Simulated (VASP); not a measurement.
VASP input:

### KPOINTS
```
Automatic mesh
0
Gamma
8 8 8
0 0 0
```

INCAR:
```
SYSTEM=YN
PREC=Accurate; ENCUT=480; LREAL=.False.
LASPH=.True.
EDIFF=1E-6; NELM=100; ALGO=Normal
LMAXMIX=4
ISMEAR=0; SIGMA=0.05
GGA=PE
IBRION=2; NSW=60; ISIF=3
EDIFFG=-0.01
LWAVE=.False.; LCHARG=.False.
```

### POSCAR
```
YN
1
    0.0000000000     2.4483600000     2.4483600000
    2.4483600000     0.0000000000     2.4483600000
    2.4483600000     2.4483600000     0.0000000000
Y N
1 1
Direct
  0.0000000000   0.0000000000   0.0000000000
  0.5000000000   0.5000000000   0.5000000000
```

POTCAR, in this order: Y_sv N (PBE.64 set). Program: vasp_std.

Q: Write an equivalent input for Quantum ESPRESSO's pw.x.

A: One equivalent input (not run):
```
&CONTROL
  calculation = 'vc-relax'
  pseudo_dir = './pseudo'
  outdir = './out'
  tprnfor = .true.
  tstress = .true.
  nstep = 60
  forc_conv_thr = 0.00039
/
&SYSTEM
  ibrav = 0
  nat = 2
  ntyp = 2
  ecutwfc = 84
  occupations = 'smearing'
  smearing = 'gaussian'
  degauss = 0.003675
  input_dft = 'pbe'
/
&ELECTRONS
  conv_thr = 7.3e-08
  electron_maxstep = 100
/
&IONS
/
&CELL
/
ATOMIC_SPECIES
  Y 88.906 Y.upf
  N 14.007 N.upf
CELL_PARAMETERS angstrom
     0.0000000    2.4483600    2.4483600
     2.4483600    0.0000000    2.4483600
     2.4483600    2.4483600    0.0000000
ATOMIC_POSITIONS crystal
  Y    0.0000000  0.0000000  0.0000000
  N    0.5000000  0.5000000  0.5000000
K_POINTS automatic
  8 8 8 0 0 0
```
The two are equivalent in intent, not identical: the potentials are each code's own (VASP's PAW set, PseudoDojo norm-conserving files in pw.x), so ENCUT and ecutwfc are chosen apart and not converted; conv_thr bounds pw.x's estimated SCF error, while EDIFF bounds the energy change between steps; forc_conv_thr acts on force components and is met together with etot_conv_thr.

The structure comes from a computed database's YN entry (Fm-3m); how it stands against other phases isn't given here. This run relaxes it. Symmetry was kept, so distortions that lower it aren't found.
